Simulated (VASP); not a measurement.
Level of theory: HSEsol screened hybrid, VASP's PBE PAW potentials (set 64) (plane waves; VASP).

A VASP calculation is set up with these files.

POSCAR:
```
SnTe
1
    0.0000000000     3.2349549819     3.2349549819
    3.2349549819     0.0000000000     3.2349549819
    3.2349549819     3.2349549819     0.0000000000
Sn Te
1 1
Direct
  0.0000000000   0.0000000000   0.0000000000
  0.5000000000   0.5000000000   0.5000000000
```

INCAR:
```
AEXX = 0.25
ALGO = Normal
EDIFF = 1E-6
ENCUT = 520
GGA = PS
HFSCREEN = 0.2
ISIF = 2
ISMEAR = 0
ISYM = 3
LASPH = .TRUE.
LCHARG = .FALSE.
LHFCALC = .TRUE.
LMAXMIX = 4
LREAL = .FALSE.
LWAVE = .FALSE.
NELM = 60
PREC = Accurate
PRECFOCK = Fast
SIGMA = 0.05
SYSTEM = SnTe
```

**KPOINTS**
```
Automatic mesh
0
Gamma
6 6 6
0 0 0
```

POTCAR, in this order: Sn_d Te (PBE.64 set). Program: vasp_std. Read from the step before: WAVECAR.

What VASP printed:

File OUTCAR:
```
 ion  position               nearest neighbor table
   1  0.000  0.000  0.000-   2 3.23   2 3.23   2 3.23   2 3.23   2 3.23   2 3.23
   2  0.500  0.500  0.500-   1 3.23   1 3.23   1 3.23   1 3.23   1 3.23   1 3.23
  LATTYP: Found a face centered cubic cell.
 ALAT       =     6.4699099638
 Subroutine PRICEL returns:
 Original cell was already a primitive cell.
 Subroutine GETGRP returns: Found 48 space group operations
The static configuration has the point symmetry O_h .
The dynamic configuration has the point symmetry O_h .
 Subroutine INISYM returns: Found 48 space group operations
 Subroutine IBZKPT returns following result:
 Found     16 irreducible k-points:

 Following reciprocal coordinates:
            Coordinates               Weight
  0.000000  0.000000  0.000000      1.000000
  0.166667  0.000000  0.000000      8.000000
  0.333333  0.000000  0.000000      8.000000
  0.500000  0.000000  0.000000      4.000000
  0.166667  0.166667  0.000000      6.000000
  0.333333  0.166667  0.000000     24.000000
  0.500000  0.166667  0.000000     24.000000
 -0.333333  0.166667  0.000000     24.000000
 -0.166667  0.166667  0.000000     12.000000
  0.333333  0.333333  0.000000      6.000000
  0.500000  0.333333  0.000000     24.000000
 -0.333333  0.333333  0.000000     12.000000
  0.500000  0.500000  0.000000      3.000000
  0.500000  0.333333  0.166667     24.000000
 -0.333333  0.333333  0.166667     24.000000
 -0.333333  0.500000  0.166667     12.000000
 Subroutine IBZKPT_HF returns following result:
   k-points           NKPTS =     16   k-points in BZ     NKDIM =    216   number of bands    NBANDS=     14
   number of dos      NEDOS =    301   number of ions     NIONS =      2
   total plane-waves  NPLWV =  46656
   dimension x,y,z NGX =    36 NGY =   36 NGZ =   36
   dimension x,y,z NGXF=    72 NGYF=   72 NGZF=   72
   ions per type =               1   1
   PREC   = accura    normal or accurate (medium, high low for compatibility)
   ISTART =      1    job   : 0-new  1-cont  2-samecut
   ICHARG =      0    charge: 1-file 2-atom 10-const
   ISPIN  =      1    spin polarized calculation?
   LNONCOLLINEAR =      F non collinear calculations
   LSORBIT =      F    spin-orbit coupling
   INIWAV =      1    electr: 0-lowe 1-rand  2-diag
   ENCUT  =  520.0 eV  38.22 Ry    6.18 a.u.   8.51  8.51  8.51*2*pi/ulx,y,z
   NELM   =     60;   NELMIN=  2; NELMDL=  0     # of ELM steps
   EDIFF  = 0.1E-05   stopping-criterion for ELM
   LREAL  =      F    real-space projection
   NLSPLINE    = F    spline interpolate recip. space projectors
   LMAXMIX     =    4 max onsite mixed and CHGCAR
   VOSKOWN=      0    Vosko Wilk Nusair interpolation
   EDIFFG = 0.1E-04   stopping-criterion for IOM
   NSW    =      0    number of steps for IOM
   NBLOCK =      1;   KBLOCK =      1    inner block; outer block
   IBRION =     -1    ionic relax: 0-MD 1-quasi-New 2-CG
   NFREE  =      0    steps in history (QN), initial steepest desc. (CG)
   ISIF   =      2    stress and relaxation
   ISYM   =      3    0-nonsym 1-usesym 2-fastsym
   TEIN   =    0.0    initial temperature
   TEBEG  =    0.0;   TEEND  =   0.0 temperature during run
   SMASS  =  -3.00    Nose mass-parameter (am)
   PSTRESS=    0.0 pullay stress
   NELECT =      20.0000    total number of electrons
   EFERMI =   0.00;   METHOD = LEGACY
   ISMEAR =     0;   SIGMA  =   0.05  broadening in eV -4-tet -1-fermi 0-gaus
   IALGO  =     38    algorithm
   LDIAG  =      T    sub-space diagonalisation (order eigenvalues)
   IMIX   =      1    mixing-type and parameters
     AMIX     =   0.40;   BMIX     =  1.00
     AMIX_MAG =   1.60;   BMIX_MAG =  1.00
     AMIN     =   0.10
   GGA     = PS    functional components
   VOSKOWN =     0    Vosko Wilk Nusair interpolation
...
```

**OSZICAR**
```
       N       E                     dE             d eps       ncg     rms          rms(c)
DAV:   1    -0.950859626391E+01   -0.95086E+01   -0.10283E+00   448   0.741E+00    0.915E+00
DAV:   2    -0.951436153246E+01   -0.57653E-02   -0.27450E-02   514   0.140E+00    0.579E+00
DAV:   3    -0.951327471212E+01    0.10868E-02   -0.19449E-03   558   0.286E-01    0.360E+00
DAV:   4    -0.951304122534E+01    0.23349E-03   -0.57612E-04   484   0.136E-01    0.217E+00
DAV:   5    -0.951298210118E+01    0.59124E-04   -0.99552E-05   496   0.742E-02    0.131E+00
DAV:   6    -0.951295599236E+01    0.26109E-04   -0.14490E-05   490   0.362E-02    0.789E-01
DAV:   7    -0.951294711854E+01    0.88738E-05   -0.66224E-06   466   0.192E-02    0.472E-01
DAV:   8    -0.951294526390E+01    0.18546E-05   -0.21878E-06   466   0.100E-02    0.283E-01
DAV:   9    -0.951294488450E+01    0.37940E-06   -0.59327E-07   236   0.567E-03
   1 F= -.95129449E+01 E0= -.95129449E+01  d E =-.406142E-07
```

OUTCAR:
```
------------------------ aborting loop because EDIFF is reached ----------------------------------------
  FORCE on cell =-STRESS in cart. coord.  units (eV):
  Direction    XX          YY          ZZ          XY          YZ          ZX
  --------------------------------------------------------------------------------------
  Total       -1.5224162     -1.5224162     -1.5224162     -0.0000000      0.0000000     -0.0000000
  in kB      -36.0254361    -36.0254361    -36.0254361     -0.0000000      0.0000000     -0.0000000
  external PRESSURE =     -36.0254361 kB  Pullay stress =       0.0000000 kB
  volume of cell :       67.71
      direct lattice vectors                 reciprocal lattice vectors
     0.000000000  3.234954982  3.234954982    -0.154561656  0.154561656  0.154561656
     3.234954982  0.000000000  3.234954982     0.154561656 -0.154561656  0.154561656
     3.234954982  3.234954982  0.000000000     0.154561656  0.154561656 -0.154561656
 POSITION                                       TOTAL-FORCE (eV/Angst)
 -----------------------------------------------------------------------------------
      0.00000      0.00000      0.00000         0.000000     -0.000000      0.000000
      3.23495      3.23495      3.23495        -0.000000      0.000000     -0.000000
 -----------------------------------------------------------------------------------
    total drift:                                0.000001      0.000001      0.000002
  FREE ENERGIE OF THE ION-ELECTRON SYSTEM (eV)
  ---------------------------------------------------
  free  energy   TOTEN  =        -9.5129448845 eV

  energy  without entropy=       -9.5129448439  energy(sigma->0) =       -9.51294486

  exchange ACFDT corr.  =         0.00000000  see jH, gK, PRB 81, 115126
```
(Selected blocks of OUTCAR.)

File OUTCAR:
```
 val. band max:        5.6630571052   @ k =   0.5000   0.0000   0.0000

 cond. band min:       5.9817295698   @ k =   0.5000   0.0000   0.0000


 Fermi energy:         5.8223948779

 k-point     1 :       0.0000    0.0000    0.0000
  band No.  band energies     occupation
      1     -18.4355      2.00000
      2     -18.4355      2.00000
      3     -18.4272      2.00000
      4     -18.4272      2.00000
      5     -18.4272      2.00000
      6      -7.8902      2.00000
      7       0.3205      2.00000
      8       3.4791      2.00000
      9       3.4791      2.00000
     10       3.4791      2.00000
     11       9.4712      0.00000
     12       9.4712      0.00000
     13       9.4712      0.00000
     14      11.0862      0.00000

 k-point     2 :       0.1667    0.0000    0.0000
  band No.  band energies     occupation
      1     -18.4364      2.00000
      2     -18.4364      2.00000
      3     -18.4269      2.00000
      4     -18.4261      2.00000
      5     -18.4261      2.00000
      6      -7.6601      2.00000
      7      -0.7055      2.00000
      8       3.5276      2.00000
      9       3.5276      2.00000
     10       4.1626      2.00000
     11       8.3859      0.00000
     12       8.4081      0.00000
     13       8.4081      0.00000
     14      11.0608      0.00000

 k-point     3 :       0.3333    0.0000    0.0000
  band No.  band energies     occupation
      1     -18.4387      2.00000
      2     -18.4387      2.00000
      3     -18.4263      2.00000
      4     -18.4237      2.00000
      5     -18.4237      2.00000
      6      -7.0689      2.00000
      7      -2.3361      2.00000
      8       3.6864      2.00000
      9       3.6864      2.00000
     10       5.0211      2.00000
     11       6.9196      0.00000
     12       7.0324      0.00000
     13       7.0324      0.00000
     14      12.1079      0.00000

 k-point     4 :       0.5000    0.0000    0.0000
  band No.  band energies     occupation
...
```

Unless said otherwise, spin-orbit coupling is left out, though it shifts the bands of the heavy elements here.

The compound is SnTe in the rock salt structure, which distorts at low temperature. This cell is one point of a volume scan, at 1.03 of the reference volume. The cell's shape comes from a PBE relaxation.
